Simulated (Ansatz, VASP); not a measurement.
Two plane-wave programs on Mn2SbN3

```
Mn Sb N
1.0
     2.82679    1.63205    3.08066
    -2.82679    1.63205    3.08066
     0.00000   -3.26409    3.08066
Mn Sb N
2 1 3
Direct
  0.77912 0.77912 0.77912
  0.22088 0.22088 0.22088
  0.50000 0.50000 0.50000
  0.00000 0.00000 0.50000
  0.50000 0.00000 0.00000
  0.00000 0.50000 0.00000
```

Alike in both runs: functional PBE; k mesh 6 × 6 × 6; occupations gaussian, width 0.1 eV; no spin polarisation.

Ansatz relaxed the structure, and its values are those at the end. VASP's run is a single point on that final structure, the one shown.

|  | VASP | Ansatz |
| --- | --- | --- |
| version | VASP 6.6.1 | Ansatz 0.2.0 |
| potentials or method | VASP PAW PBE potentials, release 64 (Mn_pv, Sb, N) | scalar-relativistic, plane waves, PAW |
| plane-wave cutoff (eV) | 520 | 420 |
| valence electrons in the cell | 46 | 60 |

|  | VASP | Ansatz | Ansatz less VASP |
| --- | --- | --- | --- |
| gap on the k mesh at the Fermi level (eV) | none | none | - |
| pressure (GPa) | 0.0 | 0.0 | -0.02 |
| rms of the force components (eV/Å) | 0.021 | 0.002 | -0.0193 |

A gap of «none» marks a metal or a gap that the smearing closes. The functional is the same, so the differences come from potentials, cutoffs and numerics. The two sets of potentials don't hold the same shells in valence.

Caveats: the run has no spin polarisation, though such a crystal can be magnetic. Spin polarisation is off, so any magnetic state and its effect on volume and gap are missing. Spin-orbit coupling is left out, which matters for the levels of Sb.
